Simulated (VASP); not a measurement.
Method: LDA (Ceperley-Alder, Perdew-Zunger), VASP's LDA PAW potentials (set 64) (plane waves; VASP).

VASP input:

KPOINTS:
```
k-points along high-symmetry lines
15
Line-mode
Reciprocal
  0.000000   0.000000   0.000000 ! GAMMA
  0.500000   0.000000   0.500000 ! X

  0.500000   0.000000   0.500000 ! X
  0.625000   0.250000   0.625000 ! U

  0.375000   0.375000   0.750000 ! K
  0.000000   0.000000   0.000000 ! GAMMA

  0.000000   0.000000   0.000000 ! GAMMA
  0.500000   0.500000   0.500000 ! L

  0.500000   0.500000   0.500000 ! L
  0.500000   0.250000   0.750000 ! W

  0.500000   0.250000   0.750000 ! W
  0.500000   0.000000   0.500000 ! X
```

**INCAR**
```
ALGO=Normal
EDIFF=1E-7
ENCUT=520
ICHARG=11
ISMEAR=0
LASPH=.TRUE.
LCHARG=.FALSE.
LMAXMIX=4
LORBIT=11
LREAL=.FALSE.
LWAVE=.FALSE.
NELM=100
PREC=Accurate
SIGMA=0.05
SYSTEM=KBr
```

### POSCAR
```
KBr
1
    0.0000000000     3.1906055957     3.1906055957
    3.1906055957     0.0000000000     3.1906055957
    3.1906055957     3.1906055957     0.0000000000
K Br
1 1
Direct
  0.0000000000   0.0000000000   0.0000000000
  0.5000000000   0.5000000000   0.5000000000
```

POTCAR, in this order: K_sv Br (LDA.64 set). Program: vasp_std. Read from the step before: CHGCAR.

Output of the run:

### OUTCAR
```
 ion  position               nearest neighbor table
   1  0.000  0.000  0.000-   2 3.19   2 3.19   2 3.19   2 3.19   2 3.19   2 3.19
   2  0.500  0.500  0.500-   1 3.19   1 3.19   1 3.19   1 3.19   1 3.19   1 3.19
  LATTYP: Found a face centered cubic cell.
 ALAT       =     6.3812111914
 Subroutine PRICEL returns:
 Original cell was already a primitive cell.
 Subroutine GETGRP returns: Found 48 space group operations
The static configuration has the point symmetry O_h .
The dynamic configuration has the point symmetry O_h .
 Subroutine INISYM returns: Found 48 space group operations
   k-points           NKPTS =     90   k-points in BZ     NKDIM =     90   number of bands    NBANDS=     12
   number of dos      NEDOS =    301   number of ions     NIONS =      2
   total plane-waves  NPLWV =  46656
   dimension x,y,z NGX =    36 NGY =   36 NGZ =   36
   dimension x,y,z NGXF=    72 NGYF=   72 NGZF=   72
   ions per type =               1   1
   PREC   = accura    normal or accurate (medium, high low for compatibility)
   ISTART =      0    job   : 0-new  1-cont  2-samecut
   ICHARG =     11    charge: 1-file 2-atom 10-const
   ISPIN  =      1    spin polarized calculation?
   LNONCOLLINEAR =      F non collinear calculations
   LSORBIT =      F    spin-orbit coupling
   INIWAV =      1    electr: 0-lowe 1-rand  2-diag
   ENCUT  =  520.0 eV  38.22 Ry    6.18 a.u.   8.39  8.39  8.39*2*pi/ulx,y,z
   NELM   =    100;   NELMIN=  2; NELMDL= -5     # of ELM steps
   EDIFF  = 0.1E-06   stopping-criterion for ELM
   LREAL  =      F    real-space projection
   NLSPLINE    = F    spline interpolate recip. space projectors
   LMAXMIX     =    4 max onsite mixed and CHGCAR
   VOSKOWN=      0    Vosko Wilk Nusair interpolation
   EDIFFG = 0.1E-05   stopping-criterion for IOM
   NSW    =      0    number of steps for IOM
   NBLOCK =      1;   KBLOCK =      1    inner block; outer block
   IBRION =     -1    ionic relax: 0-MD 1-quasi-New 2-CG
   NFREE  =      0    steps in history (QN), initial steepest desc. (CG)
   ISIF   =      2    stress and relaxation
   ISYM   =      2    0-nonsym 1-usesym 2-fastsym
   TEIN   =    0.0    initial temperature
   TEBEG  =    0.0;   TEEND  =   0.0 temperature during run
   SMASS  =  -3.00    Nose mass-parameter (am)
   PSTRESS=    0.0 pullay stress
   NELECT =      16.0000    total number of electrons
   EFERMI =   0.00;   METHOD = LEGACY
   ISMEAR =     0;   SIGMA  =   0.05  broadening in eV -4-tet -1-fermi 0-gaus
   IALGO  =     38    algorithm
   LDIAG  =      T    sub-space diagonalisation (order eigenvalues)
   IMIX   =      4    mixing-type and parameters
     AMIX     =   0.40;   BMIX     =  1.00
     AMIX_MAG =   1.60;   BMIX_MAG =  1.00
     AMIN     =   0.10
   GGA     = CA    functional components
   VOSKOWN =     0    Vosko Wilk Nusair interpolation
   LHFCALC =     F    Hartree Fock is set to
   LHFONE  =     F    Hartree Fock one center treatment
   AEXX    =    0.0000 exact exchange contribution
   IVDW    =     0    specifies the selected vdW correction
   LEPSILON=     F    determine dielectric tensor
   LRPA    =     F    only Hartree local field effects (RPA)
  energy-cutoff  :      520.00
  volume of cell :       64.96
      direct lattice vectors                 reciprocal lattice vectors
     0.000000000  3.190605596  3.190605596    -0.156710062  0.156710062  0.156710062
     3.190605596  0.000000000  3.190605596     0.156710062 -0.156710062  0.156710062
     3.190605596  3.190605596  0.000000000     0.156710062  0.156710062 -0.156710062
 k-point     1 :   0.0000 0.0000 0.0000  plane waves:    1807
 k-point     2 :   0.0357 0.0000 0.0357  plane waves:    1791
 k-point     3 :   0.0714 0.0000 0.0714  plane waves:    1772
 k-point     4 :   0.1071 0.0000 0.1071  plane waves:    1772
 k-point     5 :   0.1429 0.0000 0.1429  plane waves:    1752
 k-point     6 :   0.1786 0.0000 0.1786  plane waves:    1760
 k-point     7 :   0.2143 0.0000 0.2143  plane waves:    1752
 k-point     8 :   0.2500 0.0000 0.2500  plane waves:    1748
 k-point     9 :   0.2857 0.0000 0.2857  plane waves:    1728
 k-point    10 :   0.3214 0.0000 0.3214  plane waves:    1736
...
```

OSZICAR:
```
       N       E                     dE             d eps       ncg     rms          rms(c)
DAV:   1     0.109331354114E+03    0.10933E+03   -0.71908E+03  2160   0.119E+03
DAV:   2     0.127736331484E+01   -0.10805E+03   -0.99959E+02  2536   0.293E+02
DAV:   3    -0.601632888179E+01   -0.72937E+01   -0.72311E+01  2800   0.653E+01
DAV:   4    -0.632195179225E+01   -0.30562E+00   -0.30521E+00  3732   0.127E+01
DAV:   5    -0.632542037994E+01   -0.34686E-02   -0.34684E-02  2824   0.117E+00
DAV:   6    -0.632549486543E+01   -0.74485E-04   -0.74484E-04  3236   0.143E-01
DAV:   7    -0.632549584534E+01   -0.97990E-06   -0.97989E-06  3008   0.170E-02
DAV:   8    -0.632549585576E+01   -0.10419E-07   -0.10409E-07  2256   0.209E-03
   1 F= -.63254959E+01 E0= -.63254959E+01  d E =-.862403E-18
```

File OUTCAR:
```
 val. band max:       -1.4668251087   @ k =   0.0000   0.0000   0.0000

 cond. band min:       2.8492092679   @ k =   0.0000   0.0000   0.0000



 k-point     1 :       0.0000    0.0000    0.0000
  band No.  band energies     occupation
      1     -28.6849      2.00000
      2     -13.9281      2.00000
      3     -12.4097      2.00000
      4     -12.4097      2.00000
      5     -12.4097      2.00000
      6      -1.4668      2.00000
      7      -1.4668      2.00000
      8      -1.4668      2.00000
      9       2.8492      0.00000
     10       5.8735      0.00000
     11       5.8735      0.00000
     12       5.8735      0.00000

 k-point     2 :       0.0357    0.0000    0.0357
  band No.  band energies     occupation
      1     -28.6847      2.00000
      2     -13.9319      2.00000
      3     -12.4104      2.00000
      4     -12.4104      2.00000
      5     -12.4031      2.00000
      6      -1.5071      2.00000
      7      -1.4726      2.00000
      8      -1.4726      2.00000
      9       2.9031      0.00000
     10       5.8291      0.00000
     11       5.9109      0.00000
     12       5.9109      0.00000

 k-point     3 :       0.0714    0.0000    0.0714
  band No.  band energies     occupation
      1     -28.6842      2.00000
      2     -13.9422      2.00000
      3     -12.4125      2.00000
      4     -12.4125      2.00000
      5     -12.3851      2.00000
      6      -1.6175      2.00000
      7      -1.4895      2.00000
      8      -1.4895      2.00000
      9       3.0543      0.00000
     10       5.7059      0.00000
     11       6.0220      0.00000
     12       6.0220      0.00000

 k-point     4 :       0.1071    0.0000    0.1071
  band No.  band energies     occupation
      1     -28.6833      2.00000
      2     -13.9562      2.00000
      3     -12.4160      2.00000
      4     -12.4160      2.00000
      5     -12.3602      2.00000
      6      -1.7734      2.00000
      7      -1.5157      2.00000
...
```

The density is held fixed in this step, so its total energy and stress have no physical meaning.

The compound is KBr in the rock salt structure. It was relaxed first, which changed the volume by -10 %.
